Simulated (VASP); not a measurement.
Output of a VASP run:

File OUTCAR:
```
 ion  position               nearest neighbor table
   1  0.000  0.000  0.000-   2 1.88   2 1.88   2 1.88   2 1.88
   2  0.250  0.250  0.250-   1 1.88   1 1.88   1 1.88   1 1.88
  LATTYP: Found a face centered cubic cell.
 ALAT       =     4.3315721376
 Subroutine PRICEL returns:
 Original cell was already a primitive cell.
 Subroutine GETGRP returns: Found 24 space group operations
The static configuration has the point symmetry T_d .
The dynamic configuration has the point symmetry T_d .
 Subroutine INISYM returns: Found 24 space group operations
 Subroutine IBZKPT returns following result:
 Found     47 irreducible k-points:

 Following reciprocal coordinates:
            Coordinates               Weight
  0.000000  0.000000  0.000000      1.000000
  0.100000  0.000000  0.000000      8.000000
  0.200000  0.000000  0.000000      8.000000
  0.300000  0.000000  0.000000      8.000000
  0.400000  0.000000  0.000000      8.000000
  0.500000  0.000000  0.000000      4.000000
  0.100000  0.100000  0.000000      6.000000
  0.200000  0.100000  0.000000     24.000000
  0.300000  0.100000  0.000000     24.000000
  0.400000  0.100000  0.000000     24.000000
  0.500000  0.100000  0.000000     24.000000
 -0.400000  0.100000  0.000000     24.000000
 -0.300000  0.100000  0.000000     24.000000
 -0.200000  0.100000  0.000000     24.000000
 -0.100000  0.100000  0.000000     12.000000
  0.200000  0.200000  0.000000      6.000000
  0.300000  0.200000  0.000000     24.000000
  0.400000  0.200000  0.000000     24.000000
  0.500000  0.200000  0.000000     24.000000
 -0.400000  0.200000  0.000000     24.000000
 -0.300000  0.200000  0.000000     24.000000
 -0.200000  0.200000  0.000000     12.000000
  0.300000  0.300000  0.000000      6.000000
  0.400000  0.300000  0.000000     24.000000
  0.500000  0.300000  0.000000     24.000000
 -0.400000  0.300000  0.000000     24.000000
 -0.300000  0.300000  0.000000     12.000000
  0.400000  0.400000  0.000000      6.000000
  0.500000  0.400000  0.000000     24.000000
 -0.400000  0.400000  0.000000     12.000000
  0.500000  0.500000  0.000000      3.000000
  0.300000  0.200000  0.100000     24.000000
  0.400000  0.200000  0.100000     48.000000
  0.500000  0.200000  0.100000     48.000000
 -0.400000  0.200000  0.100000     24.000000
  0.400000  0.300000  0.100000     24.000000
  0.500000  0.300000  0.100000     48.000000
 -0.400000  0.300000  0.100000     48.000000
 -0.300000  0.300000  0.100000     48.000000
 -0.200000  0.300000  0.100000     24.000000
   k-points           NKPTS =     47   k-points in BZ     NKDIM =     47   number of bands    NBANDS=      8
   number of dos      NEDOS =    301   number of ions     NIONS =      2
   total plane-waves  NPLWV =  21952
   dimension x,y,z NGX =    28 NGY =   28 NGZ =   28
   dimension x,y,z NGXF=    56 NGYF=   56 NGZF=   56
   ions per type =               1   1
   PREC   = accura    normal or accurate (medium, high low for compatibility)
   ISTART =      0    job   : 0-new  1-cont  2-samecut
   ICHARG =      2    charge: 1-file 2-atom 10-const
   ISPIN  =      1    spin polarized calculation?
   LNONCOLLINEAR =      F non collinear calculations
   LSORBIT =      F    spin-orbit coupling
   INIWAV =      1    electr: 0-lowe 1-rand  2-diag
   ENCUT  =  620.0 eV  45.57 Ry    6.75 a.u.   6.22  6.22  6.22*2*pi/ulx,y,z
   NELM   =    100;   NELMIN=  2; NELMDL= -5     # of ELM steps
   EDIFF  = 0.1E-05   stopping-criterion for ELM
   LREAL  =      F    real-space projection
   NLSPLINE    = F    spline interpolate recip. space projectors
   LMAXMIX     =    2 max onsite mixed and CHGCAR
   VOSKOWN=      0    Vosko Wilk Nusair interpolation
   EDIFFG = -.2E-01   stopping-criterion for IOM
   NSW    =     40    number of steps for IOM
   NBLOCK =      1;   KBLOCK =     40    inner block; outer block
   IBRION =      2    ionic relax: 0-MD 1-quasi-New 2-CG
...
```

### OSZICAR
```
       N       E                     dE             d eps       ncg     rms          rms(c)
DAV:   1     0.679942055640E+01    0.67994E+01   -0.45690E+03   768   0.977E+02
DAV:   2    -0.182830264713E+02   -0.25082E+02   -0.23614E+02  1096   0.119E+02
DAV:   3    -0.187334422162E+02   -0.45042E+00   -0.45042E+00   880   0.196E+01
DAV:   4    -0.187347847949E+02   -0.13426E-02   -0.13426E-02  1152   0.123E+00
DAV:   5    -0.187347863017E+02   -0.15068E-05   -0.15068E-05   960   0.255E-02    0.925E+00
DAV:   6    -0.167455854791E+02    0.19892E+01   -0.85142E+00   840   0.165E+01    0.406E+00
DAV:   7    -0.166661165065E+02    0.79469E-01   -0.35315E-01  1112   0.429E+00    0.180E+00
DAV:   8    -0.166456691770E+02    0.20447E-01   -0.25248E-02   848   0.128E+00    0.180E-01
DAV:   9    -0.166454672175E+02    0.20196E-03   -0.94468E-04  1160   0.250E-01    0.906E-02
DAV:  10    -0.166454739257E+02   -0.67082E-05   -0.84831E-05   912   0.663E-02    0.251E-02
DAV:  11    -0.166454739547E+02   -0.29033E-07   -0.33959E-06  1024   0.130E-02
   1 F= -.16645474E+02 E0= -.16645474E+02  d E =-.166455E+02
```

File OUTCAR:
```
------------------------ aborting loop because EDIFF is reached ----------------------------------------
  FORCE on cell =-STRESS in cart. coord.  units (eV):
  Direction    XX          YY          ZZ          XY          YZ          ZX
  --------------------------------------------------------------------------------------
  Total       -0.0233060     -0.0233060     -0.0233060     -0.0000000     -0.0000000     -0.0000000
  in kB       -1.8378138     -1.8378138     -1.8378138     -0.0000000     -0.0000000     -0.0000000
  external PRESSURE =      -1.8378138 kB  Pullay stress =       0.0000000 kB
  volume of cell :       20.32
      direct lattice vectors                 reciprocal lattice vectors
     0.000000000  2.165786069  2.165786069    -0.230863060  0.230863060  0.230863060
     2.165786069  0.000000000  2.165786069     0.230863060 -0.230863060  0.230863060
     2.165786069  2.165786069  0.000000000     0.230863060  0.230863060 -0.230863060
  FREE ENERGIE OF THE ION-ELECTRON SYSTEM (eV)
  ---------------------------------------------------
  free  energy   TOTEN  =       -16.6454739547 eV

  energy  without entropy=      -16.6454739547  energy(sigma->0) =      -16.64547395

 reached required accuracy - stopping structural energy minimisation
```
(Selected blocks of OUTCAR.)

**POSCAR**
```
SiC
1
   -0.0000000000     2.1657860688     2.1657860688
    2.1657860688    -0.0000000000     2.1657860688
    2.1657860688     2.1657860688     0.0000000000
Si C
1 1
Direct
  0.0000000000   0.0000000000   0.0000000000
  0.2500000000   0.2500000000   0.2500000000
```

Q: Reconstruct the remaining input files.

A: This is not unique; one that fits is the input of the run itself, LDA (Ceperley-Alder, Perdew-Zunger), plane waves, VASP's LDA PAW potentials (set 64).

INCAR:
```
SYSTEM = SiC
PREC = Accurate
ENCUT = 620
EDIFF = 1E-6
NELM = 100
ALGO = Normal
LREAL = .FALSE.
LASPH = .TRUE.
ISMEAR = 0
SIGMA = 0.05
LWAVE = .FALSE.
LCHARG = .FALSE.
IBRION = 2
ISIF = 3
NSW = 40
EDIFFG = -0.02
```

**KPOINTS**
```
Automatic mesh
0
Gamma
10 10 10
0 0 0
```

POTCAR, in this order: Si C (LDA.64 set). Program: vasp_std.

The compound is SiC in the zinc blende structure. It was relaxed first.
